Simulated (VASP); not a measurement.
In2Te2O: relaxation of cell and atoms with PBE

In2Te2O:

```xyz
5
Lattice="4.6725 0.0000 0.0000 -2.3362 4.0465 0.0000 0.0000 0.0000 8.0096" Properties=species:S:1:pos:R:3 pbc="T T T"
In    0.0000    0.0000    2.1359
In    0.0000    0.0000    5.8736
Te    0.0000    2.6977    4.0048
Te    2.3362    1.3488    4.0048
O     0.0000    0.0000    0.0000
```

The cell was built by a generator and needn't be a form met in nature.

```json
{"Program": "VASP 6.6.1", "Task": "relaxation of cell and atoms", "Functional": "PBE", "Potentials or basis": "VASP PAW PBE potentials, release 64 (In_d, Te, O)", "Cutoff": "520 eV", "k mesh": "4 × 4 × 2", "Occupations": "gaussian, width 0.15 eV", "Spin": "no spin polarisation", "Further INCAR settings": "PREC = Normal; ALGO = Fast; EDIFF = 0.0001; IBRION = 2; EDIFFG = -0.08; NSW = 24; ISIF = 3"}
```

* Relaxed volume: 35.93 Å³/atom
* Relaxed cell: a = 5.287 Å, b = 5.287 Å, c = 7.423 Å, α = 90.00°, β = 90.00°, γ = 120.00°
* Space group after relaxing (to 0.05 Å): P6/mmm (No. 191)
* Energy gained by relaxing: 381.7 meV/atom
* Ionic steps: 17
* Pressure after relaxing: 0.1 GPa
* Largest force after relaxing: 0.053 eV/Å
* Band gap on the k mesh: none (metal or under the smearing width)

Forces in eV/Å, atoms in the order of the input:
```
In   0.000  0.000  0.053
In   0.000  0.000 -0.053
Te   0.000  0.000  0.000
Te   0.000  0.000  0.000
O    0.000  0.000  0.000
```

The path:
| step | energy change (eV) | largest force (eV/Å) | pressure (GPa) | volume (Å³) |
| --- | --- | --- | --- | --- |
| 1 | 0.0000 | 2.1521 | 9.42 | 151.44 |
| 2 | -1.7678 | 1.3602 | 0.04 | 191.87 |
| 3 | -1.8509 | 0.4900 | 0.85 | 183.04 |
| 4 | -1.8507 | 0.6839 | 0.51 | 184.59 |
| 5 | -1.8516 | 0.5607 | 0.59 | 183.91 |
| 6 | -1.8609 | 0.1879 | -0.83 | 187.72 |
| 7 | -1.8651 | 0.1228 | -0.16 | 186.35 |
| 8 | -1.8742 | 0.0928 | -0.29 | 186.36 |
| 9 | -1.8907 | 0.1240 | -0.64 | 186.31 |
| 10 | -1.8992 | 0.1413 | -0.57 | 184.37 |
| 11 | -1.9042 | 0.2774 | 0.42 | 178.62 |
| 12 | -1.9057 | 0.2737 | 0.36 | 180.03 |
| 13 | -1.9045 | 0.2614 | -0.28 | 182.19 |
| 14 | -1.9057 | 0.1987 | -0.06 | 180.75 |
| 15 | -1.9057 | 0.2170 | 0.18 | 180.44 |
| 16 | -1.9084 | 0.1122 | 0.06 | 179.43 |
| 17 | -1.9086 | 0.0528 | 0.10 | 179.67 |

Final structure:
```
In Te O
1.0
     5.28656    0.00000    0.00000
    -2.64328    4.57829    0.00000
     0.00000    0.00000    7.42327
In Te O
2 2 1
Direct
  0.00000 0.00000 0.27002
  0.00000 0.00000 0.72998
  0.33333 0.66667 0.50000
  0.66667 0.33333 0.50000
  0.00000 0.00000 0.00000
```

Levels at points of the mesh, in eV from the Fermi level:
```csv
k point,band 20,band 21,band 22,band 23,band 24,band 25
"(0.00, 0.00, 0.00)",-2.26,-1.08,-1.08,-0.06,1.81,1.91
"(0.50, 0.00, 0.00)",-1.75,-0.35,0.37,0.38,1.49,2.14
"(0.00, 0.00, 0.50)",-1.95,-1.53,-1.53,-0.07,0.42,3.49
"(0.50, 0.00, 0.50)",-1.70,-0.62,0.30,0.33,1.49,2.55
```

It took 2 min on 1 thread of Intel(R) Xeon(R) Platinum 8559C (Emerald Rapids) (shared host), peak memory 0.21 GiB.

Caveat: the k mesh is coarse (spacing up to 0.39 Å⁻¹), so the values aren't converged; the volume moved by over 15 % at a fixed basis, so the end points are rough; the relaxation stopped at a loose force limit of 0.08 eV/Å, so its end isn't a converged minimum. Spin-orbit coupling is left out, which matters for the levels of Te.
